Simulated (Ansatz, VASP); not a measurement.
# Hf (Hafnium): VASP beside Ansatz, part 2 of 2

Aim: how closely do two programs agree when they are given the same cell, functional and k mesh? The cell is taken from a series of runs on this material, whose earlier steps may have relaxed, scaled, displaced or heated it; both programs get it as it stands.

VASP 6.6.1 and Ansatz 0.2.0.

So far: Set-up; VASP: zone-centre phonons, PBEsol.

## (3) Ansatz: zone-centre phonons, PBEsol

Level of this step: Ansatz beside VASP: Kohn-Sham DFT, plane waves, PBEsol (Ansatz).

Ansatz runs on its PAW soft_1 files.

The same cell, functional, mesh and smearing now go to Ansatz, which takes its cutoff from its data sets.

File input.yaml:

```yaml
crystal:
  lattice:
    - [3.138432548, 0.0, 0.0]
    - [-1.569216274, 2.7179623146, 0.0]
    - [0.0, 0.0, 4.9643132058]
  atoms:
    - { symbol: Hf, position: [0.3333333333, 0.6666666667, 0.25] }
    - { symbol: Hf, position: [0.6666666667, 0.3333333333, 0.75] }
kpoints:
  mp_grid: { grid: [15, 15, 8] }
hamiltonian:
  xc: pbesol
  pseudopotentials: { kind: paw, azcp: { folder: soft_1 }, xc_functional: pbe }
scf:
  occupations: { method: methfessel_paxton, width: 0.2 }
output:
  eigenvalues: true
phonons:
  method: dfpt
```

On the command line:

```
$ ansatz run input.yaml --threads 4 --pin off --max-ram 10240MiB --backend cpu --events-out ev --progress --plain --runs-dir out
```

Numbers of over 12 decimals in the logs are rounded to 6 here.

Log:

```text
zone centre: on kpoints.mp_grid the ground state, and the responses unless they are solved on pairs of k-points, stand on 320 of the mesh's 1800 k-points, reduced under 4 symmetry operations, with k and −k counted as one. Each operation leaves every solved displacement unchanged or reverses it
Engine: ansatz 0.2.0, x86_64-unknown-linux-gnu
Pseudopotentials: kind: paw
Pseudopotential: Hf, paw, valence charge 26, recommended cutoff 420 eV (normal), soft_1/Hf.paw.azcp
Functional definition: PBEsol
  exchange = pbesol_x
  correlation = pbesol_c
Crystal: 2 atoms, lattice volume = 42.346 Å³
Basis set: ecut = 420 eV, 833 PW (Γ), exchange–correlation on 48×48×72 points (8 copies of the dense FFT grid, shifted against one another)
Bands: 32, of which v1, the nominal top of the filled ones, is band 26 counted from 1 (25 counted from 0)
Symmetry: 24 space group operations
k-points: 320 of 1800 (irreducible under 4 space group operations, time reversal used)
Non-local potential: Hf, projectors of the file, l = 0: 3, l = 1: 2, l = 2: 2, l = 3: 3
PAW form: soft (Blöchl's): semilocal exchange-correlation on the pseudo side does not see the compensation charge
PAW frozen core: Hf, regenerated for the run's functional, and the local potential with it (the file was generated under x = pbe(κ = 0.804, μ = 0.219515), c = pbe(β = 0.066725))
PAW one-centre angular grid: Hf, 590 points (default); XC on 64 Gauss nodes
Initial density: superposition of atomic densities (chi_scale 0.1, normalization cell)
Initial wavefunctions: pseudopotential atomic-orbital guess
Functional: x = pbesol(κ = 0.804, μ = 0.123457), c = pbesol(β = 0.046)
SCF iter   1: F=—  HF=-31197.843374 eV  |F-HF|=—  |Δ(HF+E_count)|=         —  Δρ=3.64e-2  dr2=6.59e-1  ethr=3.10e-3  ⟨swp⟩=4.9  Hψ=34690  notcnv=0
preconditioner: auto → Kerker (q_TF=auto, 2.823 Å⁻¹)  [metal: Δε(μ)=0.036 eV  Ē_g=16.904 eV  σ=0.200 eV  W_gap=0.15  n_scr=22 (ndim 8)  ℏωp=39.5 eV  f_vac=0.000  D(μ)=1.25/eV (n_scr^D=2)]
SCF iter   2: F=—  HF=-31197.696693 eV  |F-HF|=—  |Δ(HF+E_count)|=   1.47e-1  S|Δr|=    0.00e0  Δρ=2.27e-2  dr2=2.53e-1  ethr=1.27e-3  ⟨swp⟩=3.0  Hψ=20275  notcnv=0  defer=142
SCF iter   3: F=—  HF=-31197.644561 eV  |F-HF|=—  |Δ(HF+E_count)|=   5.21e-2  S|Δr|=    0.00e0  Δρ=9.88e-3  dr2=4.83e-2  ethr=4.86e-4  ⟨swp⟩=2.0  Hψ=15972  notcnv=0  defer=139
SCF iter   4: F=—  HF=-31197.596964 eV  |F-HF|=—  |Δ(HF+E_count)|=   4.76e-2  S|Δr|=    0.00e0  Δρ=3.11e-3  dr2=1.98e-3  ethr=9.30e-5  ⟨swp⟩=2.0  Hψ=18442  notcnv=0  defer=139
SCF iter   5: F=—  HF=-31197.598012 eV  |F-HF|=—  |Δ(HF+E_count)|=   1.05e-3  S|Δr|=    0.00e0  Δρ=6.36e-4  dr2=1.56e-4  ethr=3.81e-6  ⟨swp⟩=2.1  Hψ=14164  notcnv=0  defer=136
SCF iter   6: F=—  HF=-31197.598161 eV  |F-HF|=—  |Δ(HF+E_count)|=   1.49e-4  S|Δr|=    0.00e0  Δρ=1.36e-4  dr2=6.06e-6  ethr=2.99e-7  ⟨swp⟩=2.1  Hψ=18468  notcnv=0  defer=136
SCF iter   7: F=—  HF=-31197.598171 eV  |F-HF|=—  |Δ(HF+E_count)|=   1.00e-5  S|Δr|=    0.00e0  Δρ=3.08e-5  dr2=4.14e-7  ethr=1.17e-8  ⟨swp⟩=2.3  Hψ=18666  notcnv=0  defer=136
SCF iter   8: F=—  HF=-31197.598171 eV  |F-HF|=—  |Δ(HF+E_count)|=   1.20e-7  S|Δr|=    0.00e0  Δρ=6.07e-6  dr2=1.64e-8  ethr=7.95e-10  ⟨swp⟩=2.3  Hψ=14233  notcnv=0  defer=148
SCF iter   9: F=—  HF=-31197.598171 eV  |F-HF|=—  |Δ(HF+E_count)|=   3.78e-9  S|Δr|=    0.00e0  Δρ=1.19e-6  dr2=4.59e-10  ethr=3.16e-11  ⟨swp⟩=2.3  Hψ=18186  notcnv=0  defer=148
SCF iter  10: F=—  HF=-31197.598171 eV  |F-HF|=—  |Δ(HF+E_count)|=    0.00e0  S|Δr|=    0.00e0  Δρ=2.46e-7  dr2=2.01e-11  ethr=1.00e-12  ⟨swp⟩=2.6  Hψ=17903  notcnv=0  defer=148
SCF iter  11: F=-31197.598171 eV  HF=-31197.598171 eV  |F-HF|=7.28e-12  |Δ(HF+E_count)|=    0.00e0  S|Δr|=    0.00e0  Δρ=6.42e-8  dr2=8.10e-13  ethr=1.00e-12  ⟨swp⟩=10.5  Hψ=59692  notcnv=0
the search or the solves at the SCF's close seem to have found levels that the self-consistency loop had missed (the run counts 4). By its estimate they hold under 1e-12 electrons; where the run keeps them, the occupations were computed again with them
SCF 1 converged in 11 iterations: F = -31197.598171 eV  dr2 = 8.10e-13
  greatest PAW one-centre occupation: 0.998 electrons in one spin orbital (limit 2), on the Hf atom at site 1 (counted from 0), in its partial waves of l = 0
DFPT response loops at Γ: preconditioner auto → Kerker (q_TF=auto, 2.823 Å⁻¹) (partly filled bands, converged f_vac=0.000); β = 1.00, the filter's whole step (`scf.mixing.beta` (0.50) is not read by the response loops under this deck's `scf.mixing.preconditioner`; to damp them name `kerker` or `kerker_dos`, under which they read `scf.mixing.beta`, and type it under 1.00, their step now; both keys bind the ground state too); Broyden in place of MSR1
SCF converged after 11 iterations
Stability not checked: this state was not tested for a lower state beside it, because cold or Methfessel-Paxton smearing, or corrected tetrahedra, fill the levels in a way that the test cannot read (fill_not_monotonic; see scf.lower_state_search)
Free energy (F): -31197.598171 eV
Harris-Foulkes:  -31197.598171 eV  (|F-HF|=7.28e-12)
Internal energy: -31197.602000 eV  (E = F + TS)
E sigma→0 (E₀):  -31197.599128 eV
Entropy (-TS):   0.003829 eV (1.914 meV/atom)
Fermi energy:    19.145631 eV
--- Per-component energies (eV) ---
  E_band       = 38.632963
  E_kinetic    = 822.644775
  E_local      = -12339.017321  (includes V_loc(G=0)·N_el)
  E_nonlocal   = 129.102542
  E_hartree    = 6029.785681
  E_xc         = -530.600058
  E_vxc        = -510.964541  (∫ρ·V_xc dr)
  E_paw        = -15151.250403  (= ΣΔE_a)
  E_vpaw       = -122.704013  (= ΣTr[D̂ρ^β])
  E_aug_tail   = 0.000172  (compensation charges beyond the density's cutoff)
  E_ewald      = -10160.769500
  E_core_change = 2.502112  (= ΣΔE_core)
  E_smearing   = 0.003829  (= −TS)
  E_closure    = -0.000000  (closes the sum)
  Σ components = -31197.598171   (vs F -31197.598171, Δ=0.00e0)
--- Band table (eV; the first three rows and the last of 320) ---
  k-point 0: bands = [... 22 lower, 11.5570, 15.2343, 20.0042, 20.2942, 20.2942, 20.5986, 21.1787, 21.1787, ... 2 higher]
  k-point 1: bands = [... 22 lower, 11.7112, 15.1746, 19.7673, 20.2052, 20.2052, 20.4656, 21.0496, 21.0496, ... 2 higher]
  k-point 2: bands = [... 22 lower, 12.1555, 14.9316, 19.3257, 20.0777, 20.0777, 20.1110, 20.7480, 20.7480, ... 2 higher]
  k-point 319: bands = [... 22 lower, 16.1252, 16.1252, 18.3277, 18.3277, 19.1097, 19.1097, 21.4168, 21.4168, ... 2 higher]
--- Phonons (Γ-DFPT): 2 representative perturbations + reference, on 320 of 1800 k-points (Σ response iterations 6) ---
  k mesh reduced under 4 symmetry operations, with k and −k counted as one. Each operation leaves every solved displacement unchanged or reverses it
  ASR residual: 2.976e-5 → 0.000e0 eV/Å²; symmetrization residual: 2.902e-12 eV/Å²
  ASR residual per site (eV/Å²): 2.98e-5 2.98e-5
  Γ frequencies (cm⁻¹): 0.00 0.00 0.00 78.69 78.69 113.61
  non-analytic LO–TO correction: not included (Born effective charges unavailable; polar crystals: no LO–TO splitting at Γ)
```

In the SCF lines HF is the Harris–Foulkes energy and dr2 the Hartree energy of the density residual, in eV; the loop may stop once dr2 is under the threshold and the program's other checks hold. Hψ counts applications of the Hamiltonian.

## (4) Side by side

Known differences besides the potentials themselves: the data sets hold 52 valence electrons in Ansatz (on its PAW soft_1 files) and 20 in VASP; the cutoff is 420 eV in Ansatz and 500 eV in VASP; Ansatz makes its cores anew for this functional, VASP keeps those of its PBE data sets. Total energies have different zeros and are not compared.

The two programs side by side:

```tsv
quantity	Ansatz	VASP	difference
optical mode 1 to 2 (cm⁻¹)	78.7	78.9	-0.24 %
optical mode 3 (cm⁻¹)	113.6	111.7	+1.71 %
```

Modes are paired by rising frequency, not by their patterns, so a pair may set unlike modes beside each other; they are those without the splitting of longitudinal modes.

## (5) Summary of results

```json
{
 "r.m.s. difference of the optical zone-centre modes, each program's sorted by frequency (zone-centre phonons, PBEsol)": "1.1 cm⁻¹",
 "difference in optical mode 3 (zone-centre phonons, PBEsol)": "+1.7 %"
}
```

**Reading.** The r.m.s. difference of the optical zone-centre modes, each program's sorted by frequency is 1.1 cm⁻¹ (zone-centre phonons, PBEsol). The data sets hold unlike numbers of valence electrons (52 in Ansatz and 20 in VASP), so part of the differences comes from the potentials. Among the rows given in per cent, the largest difference of the zone-centre phonons, PBEsol pair is in optical mode 3, +1.7 %. Such differences can come from data sets, numerical settings and the points named under the comparisons, not from the functional's error against experiment.

[Lines on the potential files, build, host, timing and source positions are cut from VASP's logs without a mark.]

[Logs are printed without paths, hosts, clocks, repeated set-up lines and the standing remarks that a program may print on its own settings, such as how far it seeks lower states.]

[Hosts, paths, dates, database ids (printed as entryN), source tags and the programs' standing remarks are cut or masked in the printed files.]
